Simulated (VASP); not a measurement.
Input:

```
CELL_PARAMETERS angstrom
      0.00000     2.34822     2.34822
      2.34822     0.00000     2.34822
      2.34822     2.34822     0.00000
ATOMIC_POSITIONS crystal
  Zr 0.00000 0.00000 0.00000
  C  0.50000 0.50000 0.50000
```

Level of theory: optB86b-vdW, VASP's PBE PAW potentials (set 64) (plane waves; VASP). Run with 520 eV cut-off, Gaussian smearing of 0.050 eV, potentials Zr_sv C.

Q: Predict the band gap (along the path) with the smallest direct gap where there is one.

A: 
```
Item                                                         Result
-------------------------  ----------------------------------------
band gap (along the path)  none (metal, semimetal or under 0.01 eV)
```

The compound is ZrC in the rock salt structure. It was relaxed first.
